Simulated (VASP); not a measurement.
A VASP calculation is set up with these files.

File POSCAR:
```
TiC
1
   -0.0000000000     2.1475313647     2.1475313647
    2.1475313647     0.0000000000     2.1475313647
    2.1475313647     2.1475313647     0.0000000000
Ti C
1 1
Direct
  0.0000000000   0.0000000000   0.0000000000
  0.5000000000   0.5000000000   0.5000000000
```

**KPOINTS**
```
Automatic
0
gamma
13 13 13
```

### INCAR
```
# general
SYSTEM   =  TiC
PREC     =  Accurate
ENCUT    =  520   # plane-wave cut-off (eV)
LREAL    =  .FALSE.   # projection in real space or not
LASPH    =  .TRUE.

# electronic loop
EDIFF    =  1E-6   # SCF stop (eV)
NELM     =  100   # most electronic steps
ALGO     =  Normal   # blocked Davidson
LMAXMIX  =  4   # l cut-off of mixed one-centre charges

# smearing
ISMEAR   =  1
SIGMA    =  0.1

# functional
GGA      =  PS   # PBEsol

# ions
IBRION   =  2   # conjugate gradients
NSW      =  60   # most ionic steps
ISIF     =  3
EDIFFG   =  -0.01

# output
LWAVE    =  .FALSE.
LCHARG   =  .FALSE.
```

POTCAR, in this order: Ti_sv C (PBE.64 set). Program: vasp_std.

### Question
Translate this PBEsol calculation to Ansatz.

### Answer
One equivalent input (not run):
Ansatz 0.2 input:
```yaml
crystal:
  lattice:
    - [0.0000000, 2.1475314, 2.1475314]
    - [2.1475314, 0.0000000, 2.1475314]
    - [2.1475314, 2.1475314, 0.0000000]
  atoms:
    - { symbol: Ti, position: [0.0000000, 0.0000000, 0.0000000] }
    - { symbol: C, position: [0.5000000, 0.5000000, 0.5000000] }
kpoints:
  mp_grid: { grid: [13, 13, 13] }
hamiltonian:
  xc: pbesol
  pseudopotentials: { kind: paw }
scf:
  occupations: { method: methfessel_paxton, width: 0.1 }
  max_iter: 100
relax:
  max_steps: 60
  f_tol: 0.01
  cell: {}
output: { forces: true, stress: true, eigenvalues: true }
```
The two are equivalent in intent, not identical: each code has its own PAW files, so the cut-off isn't converted (ENCUT is set for VASP's; basis.ecutwfc is left out, and Ansatz then takes the one that its files recommend); Ansatz stops its SCF on the density residual and VASP on the energy change (EDIFF).

The compound is TiC in the rock salt structure. It was relaxed first. The start is the result of an earlier pass.
